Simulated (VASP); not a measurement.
A VASP calculation is set up with these files.

**INCAR**
```
! general
SYSTEM = Li
PREC   = Accurate
ENCUT  = 520   ! plane-wave cut-off (eV)
LREAL  = .False.   ! projection in real space or not
LASPH  = .True.

! electronic loop
EDIFF  = 1E-6
NELM   = 100
ALGO   = Normal

! smearing
ISMEAR = 1
SIGMA  = 0.1

! functional
GGA    = PS

! ions
IBRION = 2   ! conjugate gradients
NSW    = 60
ISIF   = 3
EDIFFG = -0.01

! output
LWAVE  = .False.
LCHARG = .False.
```

POSCAR:
```
Li
1.0
 -1.7129882862   1.7129882862   1.7129882862
  1.7129882862  -1.7129882862   1.7129882862
  1.7129882862   1.7129882862  -1.7129882862
Li
1
Cartesian
  1.7129882862  -1.7129882862   1.7129882862
```

**KPOINTS**
```
Automatic
0
Gamma
  13 13 13
```

POTCAR, in this order: Li_sv (PBE.64 set). Program: vasp_std.

### Question
Write an equivalent input for Ansatz.

### Answer
One equivalent input (not run):
Ansatz 0.2 input:
```yaml
crystal:
  lattice:
    - [-1.7129883, 1.7129883, 1.7129883]
    - [1.7129883, -1.7129883, 1.7129883]
    - [1.7129883, 1.7129883, -1.7129883]
  atoms:
    - { symbol: Li, position: [0.0000000, 1.0000000, 0.0000000] }
kpoints:
  mp_grid: { grid: [13, 13, 13] }
hamiltonian:
  xc: pbesol
  pseudopotentials: { kind: paw }
scf:
  occupations: { method: methfessel_paxton, width: 0.1 }
  max_iter: 100
relax:
  max_steps: 60
  f_tol: 0.01
  cell: {}
output: { forces: true, stress: true, eigenvalues: true }
```
The two are equivalent in intent, not identical: each code has its own PAW files, so the cut-off isn't converted (ENCUT is set for VASP's; basis.ecutwfc is left out, and Ansatz then takes the one that its files recommend); Ansatz stops its SCF on the density residual and VASP on the energy change (EDIFF).

The structure comes from a measured Li entry (Im-3m) of the Crystallography Open Database, whose conditions weren't checked. It was relaxed first, which changed the volume by -7 %. The start is the result of an earlier pass.
